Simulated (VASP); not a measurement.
# SnSe2: GW quasiparticle gap, part 4 of 5

How does the gap of SnSe2 change from the starting functional to GW? The cell is of the CdI2 type, one of the forms listed for this formula. The start is a cell from a database of measured crystal structures.

VASP 6.6.1, plane waves and PAW; the level of theory is named at each step.

So far, quasiparticle gap on the mesh (eV): step 5 (G0W0, ENCUTGW 80, bands in the sums 128) 1.18; step 7 (G0W0, ENCUTGW 120, bands in the sums 232) 1.19. Also gap on the k-mesh (eV): step 4 (empty bands) 0.666.

## (8) Empty bands

This step: LDA; plane waves and PAW (Sn_d_GW, Se_GW) (VASP 6.6.1).

The empty bands are made again, for the run that follows.

File INCAR:

```
SYSTEM = SnSe2
PREC = Accurate
ENCUT = 300
ISMEAR = 0
SIGMA = 0.01
LREAL = .FALSE.
GGA = CA
NBANDS = 356
ALGO = Exact
NELM = 1
LWAVE = .TRUE.
LCHARG = .FALSE.
LOPTICS = .TRUE.
NEDOS = 1000
CSHIFT = 0.1
```

File POSCAR:

```
SnSe2
1.0
    3.8110000000      0.0000000000      0.0000000000
   -1.9055000000      3.3004228138      0.0000000000
    0.0000000000      0.0000000000      6.1360000000
Sn Se
1 2
Direct
    0.0000000000      0.0000000000      0.0000000000
    0.6666666667      0.3333333333      0.7425351585
    0.3333333333      0.6666666667      0.2574648415
```

File KPOINTS:

```
Automatic mesh
0
Gamma
6 6 4
0 0 0
```

Potentials, in the order of the species: Sn_d_GW and Se_GW (LDA family, release 64).

The run is started by

```
$ mpirun -np 4 vasp_std
```

What it wrote:

```text
[banner, memory and clock lines left out]
running    4 mpi-ranks, on    1 nodes
[...]
LDA part: xc-table for (Slater(with rela. corr.)+CA(PZ))
 , standard interpolation
 found WAVECAR, reading the header
  number of bands has changed, file:    19 present:   356
  trying to continue reading WAVECAR, but it might fail
 POSCAR, INCAR and KPOINTS ok, starting setup
[...]
reading WAVECAR
 random initialization beyond band           19
 the WAVECAR file was read successfully
 initial charge from wavefunction
 entering main loop
       N       E                     dE             d eps       ncg     rms          rms(c)
[... 1 cycle as in an earlier step ...]
   1 F= -.13756704E+02 E0= -.13756704E+02  d E =-.995091E-85
 writing wavefunctions
 optical routines
 imaginary and real dielectric function
 recalculating local potential from charge density
 direction            1
 direction            2
 direction            3
```

Wall time 21 s (4 MPI ranks of AMD EPYC 7R43, shared host); peak memory 0.98 GiB; 79 s of CPU time.

Parts of OUTCAR (step 8):

```text
  Total       -0.5930335     -0.5930335     -0.7376640     -0.0000000      0.0000000     -0.0000000
  in kB      -12.3110733    -12.3110733    -15.3135284     -0.0000000      0.0000000     -0.0000000
  external PRESSURE =     -13.3118917 kB  Pullay stress =       0.0000000 kB

 POSITION                                       TOTAL-FORCE (eV/Angst)
 -----------------------------------------------------------------------------------
      0.00000      0.00000      0.00000         0.000000      0.000000     -0.000000
      1.90550      1.10014      4.55620        -0.000000      0.000000      0.018666
     -0.00000      2.20028      1.57980         0.000000     -0.000000     -0.018666
 -----------------------------------------------------------------------------------
    total drift:                                0.000000      0.000000      0.000000

[... 3 parts as in an earlier step ...]

[... 2 further parts left out ...]
[key lines of the parts left out:]
E-fermi :   3.3895
```

WAVECAR now holds 356 bands for 26 electrons.

## (9) G0W0, ENCUTGW 160, bands in the sums 356

This step: G0W0 on LDA; plane waves and PAW (Sn_d_GW, Se_GW) (VASP 6.6.1).

ENCUTGW rises to 160 eV and the bands with it, to about the number of plane waves under that cutoff.

File INCAR:

```
SYSTEM = SnSe2
PREC = Accurate
ENCUT = 300
ISMEAR = 0
SIGMA = 0.01
LREAL = .FALSE.
GGA = CA
NBANDS = 356
ALGO = EVGW0
NELMGW = 1
ENCUTGW = 160
NOMEGA = 48
PRECFOCK = Fast
NBANDSGW = 24
LWAVE = .FALSE.
LCHARG = .FALSE.
```

POSCAR is that of step 8.

KPOINTS is that of step 8.

The run is started by

```
$ mpirun -np 4 vasp_std
```

What it wrote:

```text
[banner, memory and clock lines left out]
running    4 mpi-ranks, on    1 nodes
[...]
|                                                                             |
|           W    W    AA    RRRRR   N    N  II  N    N   GGGG   !!!           |
|           W    W   A  A   R    R  NN   N  II  NN   N  G    G  !!!           |
|           W    W  A    A  R    R  N N  N  II  N N  N  G       !!!           |
|           W WW W  AAAAAA  RRRRR   N  N N  II  N  N N  G  GGG   !            |
|           WW  WW  A    A  R   R   N   NN  II  N   NN  G    G                |
|           W    W  A    A  R    R  N    N  II  N    N   GGGG   !!!           |
|                                                                             |
|     The default for ENCUTGWSOFT is different in this version of VASP.       |
|     please manually set ENCUTGWSOFT =160 in the INCAR file.                 |
|                                                                             |

 LDA part: xc-table for (Slater(with rela. corr.)+CA(PZ))
[...]
total number of BLAS operations      56061.25 Gflops
NQ=  20    0.3333    0.0000    0.5000,
|.........|.........|.........|.........|.........|.........|.........|.........
 performed      59255000 updates of chi_q(r,r)
 total number of BLAS operations      59265.13 Gflops
NQ=  21    0.5000    0.0000    0.5000,
|.........|.........|.........|.........|.........|.........|.........|.........
 performed      61581000 updates of chi_q(r,r)
 total number of BLAS operations      61785.71 Gflops
NQ=  22    0.1667    0.1667    0.5000,
|.........|.........|.........|.........|.........|.........|.........|.........
 performed      64813000 updates of chi_q(r,r)
 total number of BLAS operations      64953.29 Gflops
NQ=  23    0.3333    0.1667    0.5000,
|.........|.........|.........|.........|.........|.........|.........|.........
 performed      68557000 updates of chi_q(r,r)
 total number of BLAS operations      68792.94 Gflops
NQ=  24    0.3333    0.3333    0.5000,
|.........|.........|.........|.........|.........|.........|.........|.........
 performed      70593000 updates of chi_q(r,r)
 total number of BLAS operations      70903.93 Gflops
 resolving degeneracies of screened two electron integrals

 calculate QP shifts <psi_nk| G(iteration)W_0 |psi_nk>: iteration 1
 entering main loop
[key lines of the parts left out:]
E-fermi :   3.5857
```

Wall time 42 min (4 MPI ranks); peak memory 2.5 GiB; 2.8 h of CPU time.

Parts of OUTCAR (step 9):

```text
 QP shifts <psi_nk| G(iteration)W_0 |psi_nk>: iteration 1
 for sc-GW calculations column KS-energies equals QP-energies in previous step
 and V_xc(KS)=  KS-energies - (<T + V_ion + V_H > + <T+V_H+V_ion>^1  + <V_x>^1)
 k-point   1 :       0.0000    0.0000    0.0000
  band No.  KS-energies  QP-energies   sigma(KS)   V_xc(KS)     V^pw_x(r,r')   Z            occupation Imag(sigma)
    ...
     10       2.7155       2.3128     -12.9912     -12.4380     -14.3501       0.7279       2.0000       0.0181
     11       2.9783       2.6115     -12.9179     -12.4094     -14.1986       0.7213       2.0000       0.0352
     12       2.9783       2.6115     -12.9179     -12.4094     -14.1986       0.7213       2.0000       0.0352
     13       3.2114       2.8182     -13.0923     -12.5517     -14.4163       0.7274       2.0000       0.0181
     14       4.1055       4.4303     -11.3389     -11.7621      -8.1868       0.7675       0.0000      -0.1363
     15       6.2235       6.5491     -10.0269     -10.4473      -5.9582       0.7747       0.0000      -0.1860
     16       7.8552       8.2213     -10.9277     -11.4097      -6.2888       0.7597       0.0000      -0.2537
     17       7.8552       8.2213     -10.9277     -11.4097      -6.2888       0.7597       0.0000      -0.2537
    ...

[... 1 part as in an earlier step ...]

[... 2 further parts left out ...]
[key lines of the parts left out:]
E-fermi :   3.5857
```

The gap is now 1.215 eV, +21 meV against the GW run before. The mesh misses a band edge: at the starting level the path gave a gap 0.19 eV smaller. Spin-orbit coupling is left out. VASP warns that the automatic setting of its frequency mesh failed and advises more k points, so the value is in doubt.

## (10) Empty bands

This step: LDA; plane waves and PAW (Sn_d_GW, Se_GW) (VASP 6.6.1).

The empty bands are made again, for the run that follows.

File INCAR:

```
SYSTEM = SnSe2
PREC = Accurate
ENCUT = 300
ISMEAR = 0
SIGMA = 0.01
LREAL = .FALSE.
GGA = CA
NBANDS = 496
ALGO = Exact
NELM = 1
LWAVE = .TRUE.
LCHARG = .FALSE.
LOPTICS = .TRUE.
NEDOS = 1000
CSHIFT = 0.1
```

POSCAR is that of step 9.

KPOINTS is that of step 9.

The run is started by

```
$ mpirun -np 4 vasp_std
```

What it wrote:

```text
[banner, memory and clock lines left out]
running    4 mpi-ranks, on    1 nodes
[...]
LDA part: xc-table for (Slater(with rela. corr.)+CA(PZ))
 , standard interpolation
 found WAVECAR, reading the header
  number of bands has changed, file:    19 present:   496
  trying to continue reading WAVECAR, but it might fail
 POSCAR, INCAR and KPOINTS ok, starting setup
[...]
reading WAVECAR
 random initialization beyond band           19
 the WAVECAR file was read successfully
 initial charge from wavefunction
 entering main loop
       N       E                     dE             d eps       ncg     rms          rms(c)
[... 1 cycle as in an earlier step ...]
   1 F= -.13756704E+02 E0= -.13756704E+02  d E =-.229159E-25
 writing wavefunctions
 optical routines
 imaginary and real dielectric function
 recalculating local potential from charge density
 direction            1
 direction            2
 direction            3
```

Elapsed: 24 s, on 4 MPI ranks; peak memory 1.1 GiB.

From OUTCAR (step 10):

```text
  Total       -0.5930335     -0.5930335     -0.7376640      0.0000000     -0.0000000      0.0000000
  in kB      -12.3110733    -12.3110733    -15.3135284      0.0000000     -0.0000000      0.0000000
  external PRESSURE =     -13.3118916 kB  Pullay stress =       0.0000000 kB

 POSITION                                       TOTAL-FORCE (eV/Angst)
 -----------------------------------------------------------------------------------
      0.00000      0.00000      0.00000         0.000000      0.000000      0.000000
      1.90550      1.10014      4.55620         0.000000     -0.000000      0.018666
     -0.00000      2.20028      1.57980        -0.000000      0.000000     -0.018666
 -----------------------------------------------------------------------------------
    total drift:                                0.000000      0.000000      0.000000

[... 3 parts as in an earlier step ...]

[... 2 further parts left out ...]
[key lines of the parts left out:]
E-fermi :   3.3240
```

WAVECAR now holds 496 bands for 26 electrons.

## (11) G0W0, ENCUTGW 200, bands in the sums 496

This step: G0W0 on LDA; plane waves and PAW (Sn_d_GW, Se_GW) (VASP 6.6.1).

ENCUTGW rises to 200 eV and the bands with it, to about the number of plane waves under that cutoff.

File INCAR:

```
SYSTEM = SnSe2
PREC = Accurate
ENCUT = 300
ISMEAR = 0
SIGMA = 0.01
LREAL = .FALSE.
GGA = CA
NBANDS = 496
ALGO = EVGW0
NELMGW = 1
ENCUTGW = 200
NOMEGA = 48
PRECFOCK = Fast
NBANDSGW = 24
LWAVE = .FALSE.
LCHARG = .FALSE.
```

POSCAR is that of step 10.

KPOINTS is that of step 10.

The run is started by

```
$ mpirun -np 4 vasp_std
```

What it wrote:

```text
[banner, memory and clock lines left out]
running    4 mpi-ranks, on    1 nodes
[...]
|                                                                             |
|           W    W    AA    RRRRR   N    N  II  N    N   GGGG   !!!           |
|           W    W   A  A   R    R  NN   N  II  NN   N  G    G  !!!           |
|           W    W  A    A  R    R  N N  N  II  N N  N  G       !!!           |
|           W WW W  AAAAAA  RRRRR   N  N N  II  N  N N  G  GGG   !            |
|           WW  WW  A    A  R   R   N   NN  II  N   NN  G    G                |
|           W    W  A    A  R    R  N    N  II  N    N   GGGG   !!!           |
|                                                                             |
|     The default for ENCUTGWSOFT is different in this version of VASP.       |
|     please manually set ENCUTGWSOFT =200 in the INCAR file.                 |
|                                                                             |

 LDA part: xc-table for (Slater(with rela. corr.)+CA(PZ))
[...]
total number of BLAS operations     154706.36 Gflops
NQ=  20    0.3333    0.0000    0.5000,
|.........|.........|.........|.........|.........|.........|.........|.........
 performed      82937000 updates of chi_q(r,r)
 total number of BLAS operations     163823.80 Gflops
NQ=  21    0.5000    0.0000    0.5000,
|.........|.........|.........|.........|.........|.........|.........|.........
 performed      86197000 updates of chi_q(r,r)
 total number of BLAS operations     170449.83 Gflops
NQ=  22    0.1667    0.1667    0.5000,
|.........|.........|.........|.........|.........|.........|.........|.........
 performed      90719000 updates of chi_q(r,r)
 total number of BLAS operations     179422.55 Gflops
NQ=  23    0.3333    0.1667    0.5000,
|.........|.........|.........|.........|.........|.........|.........|.........
 performed      95955000 updates of chi_q(r,r)
 total number of BLAS operations     189563.49 Gflops
NQ=  24    0.3333    0.3333    0.5000,
|.........|.........|.........|.........|.........|.........|.........|.........
 performed      98810000 updates of chi_q(r,r)
 total number of BLAS operations     195229.69 Gflops
 resolving degeneracies of screened two electron integrals

 calculate QP shifts <psi_nk| G(iteration)W_0 |psi_nk>: iteration 1
 entering main loop
[key lines of the parts left out:]
E-fermi :   3.5857
```

Wall time 73 min (4 MPI ranks); peak memory 3.5 GiB; 4.8 h of CPU time.

From OUTCAR (step 11):

```text
 QP shifts <psi_nk| G(iteration)W_0 |psi_nk>: iteration 1
 for sc-GW calculations column KS-energies equals QP-energies in previous step
 and V_xc(KS)=  KS-energies - (<T + V_ion + V_H > + <T+V_H+V_ion>^1  + <V_x>^1)
 k-point   1 :       0.0000    0.0000    0.0000
  band No.  KS-energies  QP-energies   sigma(KS)   V_xc(KS)     V^pw_x(r,r')   Z            occupation Imag(sigma)
    ...
     10       2.7155       2.2394     -13.0916     -12.4380     -14.3501       0.7285       2.0000      -0.0578
     11       2.9783       2.5404     -13.0160     -12.4094     -14.1986       0.7219       2.0000      -0.0355
     12       2.9783       2.5404     -13.0160     -12.4094     -14.1986       0.7219       2.0000      -0.0355
     13       3.2114       2.7411     -13.1982     -12.5517     -14.4163       0.7275       2.0000      -0.0569
     14       4.1055       4.3550     -11.4367     -11.7621      -8.1868       0.7669       0.0000      -0.2052
     15       6.2235       6.4934     -10.0987     -10.4473      -5.9582       0.7743       0.0000      -0.2470
     16       7.8552       8.1552     -11.0147     -11.4097      -6.2888       0.7596       0.0000      -0.3283
     17       7.8552       8.1552     -11.0147     -11.4097      -6.2888       0.7596       0.0000      -0.3283
    ...

[... 1 part as in an earlier step ...]

[... 2 further parts left out ...]
[key lines of the parts left out:]
E-fermi :   3.5857
```

The gap is now 1.223 eV, +8 meV against the GW run before. The mesh misses a band edge: at the starting level the path gave a gap 0.19 eV smaller. Spin-orbit coupling is left out. VASP warns that the automatic setting of its frequency mesh failed and advises more k points, so the value is in doubt.

(Part 4 of 5 ends here.)

[Lines on the potential files, build, host, timing and source positions are cut from VASP's logs without a mark.]

[Logs are printed without paths, hosts, clocks, repeated set-up lines and the standing remarks that a program may print on its own settings, such as how far it seeks lower states.]

[Hosts, paths, dates, database ids (printed as entryN), source tags and the programs' standing remarks are cut or masked in the printed files.]

[Pressures printed for these runs are not shown converged in the cutoff: they can be off by several GPa and have the wrong sign.]
